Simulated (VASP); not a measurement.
# Sr2SO (P4/mmm) in VASP: reference runs, part 2 of 2

VASP 6.6.1. Earlier steps stand in the parts before.

## (3) Single point, PBE (atoms moved at random, drawn with an rms of 0.05 Å)

The input, INCAR:

```
SYSTEM = Sr2SO
  PREC = Accurate
  ENCUT = 520
  EDIFF = 1E-7
  ISMEAR = -1
  SIGMA = 0.05
  LREAL = .FALSE.
  LASPH = .TRUE.
  NELM = 100
  ALGO = Normal
  ISIF = 2
  LWAVE = .FALSE.
  LCHARG = .FALSE.
  GGA = PE
  NBANDS = 24
```

The input, KPOINTS:

```
regular mesh
0
G
  7 7 5
  0 0 0
```

The input, POSCAR:

```
Sr2SO
1.0
    4.0432370000      0.0000000000      0.0000000000
    0.0000000000      4.0432370000      0.0000000000
    0.0000000000      0.0000000000      5.7180000000
Sr S O
2 1 1
Direct
    0.5033600000      0.4973510000      0.5025850000
   -0.0109850000     -0.0089070000     -0.0004380000
    0.0068650000      0.0013760000      0.4993430000
    0.4957450000      0.4943030000     -0.0009230000
```

Potentials or basis: VASP PAW PBE potentials, release 64 (Sr_sv, S, O).

On the command line:

```bash
cat potpaw_PBE.64/Sr_sv/POTCAR potpaw_PBE.64/S/POTCAR potpaw_PBE.64/O/POTCAR > POTCAR
mpirun -np 1 vasp_std > vasp.out
```

OUTCAR:

```text
SYSTEM = Sr2SO
   PREC = Accurate
   ENCUT = 520
   EDIFF = 1E-7
   ISMEAR = -1
   LREAL = .FALSE.
   LASPH = .TRUE.
   NELM = 100
   ISIF = 2
   GGA = PE

 ion  position               nearest neighbor table
   1  0.503  0.497  0.503-   3 2.84   4 2.84   3 2.86   3 2.86   4 2.88   3 2.88   2 3.99   2 4.01
                             2 4.02   2 4.04   2 4.05   2 4.07   2 4.07   2 4.10
   2  0.989  0.991  1.000-   4 2.83   4 2.85   3 2.86   3 2.86   4 2.87   4 2.89   1 3.99   1 4.01
                             1 4.02   1 4.04   1 4.05   1 4.07   1 4.07   1 4.10
   3  0.007  0.001  0.499-   1 2.84   1 2.86   2 2.86   1 2.86   2 2.86   1 2.88
   4  0.496  0.494  0.999-   2 2.83   1 2.84   2 2.85   2 2.87   1 2.88   2 2.89

  LATTYP: Found a simple tetragonal cell.
 ALAT       =     4.0432370000
 C/A-ratio  =     1.4142134137

  Lattice vectors:

 A1 = (   4.0432370000,   0.0000000000,   0.0000000000)
 A2 = (   0.0000000000,   4.0432370000,   0.0000000000)
 A3 = (   0.0000000000,   0.0000000000,   5.7180000000)

Analysis of symmetry for initial positions (statically):
=====================================================================
[... 172 lines left out ...]
  ---------------------------------------------------
  free energy    TOTEN  =       -21.22048257 eV

  energy without entropy =      -21.22048257  energy(sigma->0) =      -21.22048257

 E-fermi :   2.9502     XC(G=0):  -9.1247

 val. band max:        1.8387359340   @ k =   0.0000   0.0000   0.0000
 cond. band min:       4.0356651739   @ k =   0.0000   0.0000   0.0000
 fundamental gap:      2.1969292399
 Fermi energy:         2.9501554120

 k-point     1 :       0.0000    0.0000    0.0000
  band No.  band energies     occupation
      1     -31.7030      2.00000
      2     -31.6230      2.00000
      3     -14.0035      2.00000
      4     -13.7476      2.00000
      5     -13.7464      2.00000
      6     -13.5656      2.00000
[... 637 lines left out ...]
     23       9.5453      0.00000
     24      10.2323      0.00000

 [... further k-points ...]
[... 5 lines left out ...]
  --------------------------------------------------------------------------------------
  -------------------------------------------------------------------------------------
  Total       -0.0156335     -0.0059353      0.0328680      0.0135211      0.0041766      0.0073043
  in kB       -0.2679571     -0.1017306      0.5633533      0.2317496      0.0715859      0.1251953
  external PRESSURE =       0.0645552 kB  Pullay stress =       0.0000000 kB

 VOLUME and BASIS-vectors are now :
 -----------------------------------------------------------------------------
  energy-cutoff  :      520.00
  volume of cell :       93.48
      direct lattice vectors                 reciprocal lattice vectors
     4.043237000  0.000000000  0.000000000     0.247326585  0.000000000  0.000000000
     0.000000000  4.043237000  0.000000000     0.000000000  0.247326585  0.000000000
     0.000000000  0.000000000  5.718000000     0.000000000  0.000000000  0.174886324

 POSITION                                       TOTAL-FORCE (eV/Angst)
 -----------------------------------------------------------------------------------
      2.03520      2.01091      2.87378        -0.005763      0.051643      0.005534
      3.99882      4.00722      5.71550         0.011372      0.002677      0.029770
      0.02776      0.00556      2.85524        -0.089142     -0.095465      0.007801
      2.00441      1.99858      5.71272         0.083533      0.041145     -0.043105
 -----------------------------------------------------------------------------------
    total drift:                               -0.000216     -0.000211      0.000026

  FREE ENERGIE OF THE ION-ELECTRON SYSTEM (eV)
  ---------------------------------------------------
  free  energy   TOTEN  =       -21.2204825730 eV

  energy  without entropy=      -21.2204825730  energy(sigma->0) =      -21.22048257
```

OSZICAR:

```text
N       E                     dE             d eps       ncg     rms          rms(c)
DAV:   1     0.176228323307E+03    0.17623E+03   -0.15632E+04  5904   0.124E+03
DAV:   2    -0.113038987846E+02   -0.18753E+03   -0.17510E+03  7640   0.261E+02
DAV:   3    -0.235670507396E+02   -0.12263E+02   -0.12179E+02  9512   0.594E+01
DAV:   4    -0.239515464864E+02   -0.38450E+00   -0.38409E+00  8504   0.895E+00
DAV:   5    -0.239569496903E+02   -0.54032E-02   -0.54030E-02  8608   0.109E+00    0.230E+01
DAV:   6    -0.214812209950E+02    0.24757E+01   -0.13742E+01  7168   0.161E+01    0.198E+01
DAV:   7    -0.212235629081E+02    0.25766E+00   -0.17130E+00  7328   0.652E+00    0.122E+01
DAV:   8    -0.212185292117E+02    0.50337E-02   -0.30676E-01  7744   0.373E+00    0.821E-01
DAV:   9    -0.212180957161E+02    0.43350E-03   -0.32473E-02  7888   0.955E-01    0.338E-01
DAV:  10    -0.212197724166E+02   -0.16767E-02   -0.40986E-03  7632   0.360E-01    0.167E-01
DAV:  11    -0.212204387205E+02   -0.66630E-03   -0.18073E-03  7704   0.211E-01    0.755E-02
DAV:  12    -0.212204923923E+02   -0.53672E-04   -0.40035E-04  7336   0.108E-01    0.445E-02
DAV:  13    -0.212204819740E+02    0.10418E-04   -0.45822E-05  7736   0.370E-02    0.212E-02
DAV:  14    -0.212204828830E+02   -0.90904E-06   -0.20365E-05  7656   0.198E-02    0.458E-03
DAV:  15    -0.212204828081E+02    0.74925E-07   -0.12368E-06  8592   0.551E-03    0.353E-03
DAV:  16    -0.212204826893E+02    0.11879E-06   -0.57893E-08  5136   0.148E-03    0.215E-03
DAV:  17    -0.212204825819E+02    0.10735E-06   -0.37584E-08  4952   0.110E-03    0.116E-03
DAV:  18    -0.212204825730E+02    0.89058E-08   -0.46532E-09  4200   0.403E-04
   1 F= -.21220483E+02 E0= -.21220483E+02  d E =-.223901E-10
```

It took 3 min on 1 thread of Intel Xeon Platinum 8488C (Sapphire Rapids), shared host; peak memory 0.39 GiB.

What came out:

```yaml
Free_energy: -21.2205 eV
Pressure: 0.0 GPa
Largest_force: 0.131 eV/Å
Band_gap_on_the_k_mesh: 2.20 eV, direct
```

Forces on the atoms (eV/Å):
```
Sr  -0.006  0.052  0.006
Sr   0.011  0.003  0.030
S   -0.089 -0.095  0.008
O    0.084  0.041 -0.043
```

Caveat: an odd mesh through Γ misses points on the zone boundary, where band edges often lie.
